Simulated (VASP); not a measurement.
Input:

```
CELL_PARAMETERS angstrom
      0.00000     2.49851     2.49851
      2.49851     0.00000     2.49851
      2.49851     2.49851     0.00000
ATOMIC_POSITIONS crystal
  Hf 0.00000 0.00000 0.00000
  O  0.25000 0.25000 0.25000
  O  0.75000 0.75000 0.75000
```

All values below come from optB86b-vdW, VASP's PBE PAW potentials (set 64) (plane waves; VASP). Settings: 520 eV cut-off, 8×8×8 Γ-centred mesh, Gaussian smearing of 0.050 eV, potentials Hf_pv O.

Problem. Give the stress tensor in GPa (positive for a compressed cell).

Solution. 
```
8.58  0.00  0.00
0.00  8.58  0.00
0.00  0.00  8.58
```
The pressure is its mean diagonal, 8.58 GPa.

The compound is HfO2 in the fluorite structure, the high-temperature cubic form, which is unstable at 0 K; the monoclinic form is the stable one. This cell is one point of a volume scan, at 0.97 of the reference volume.
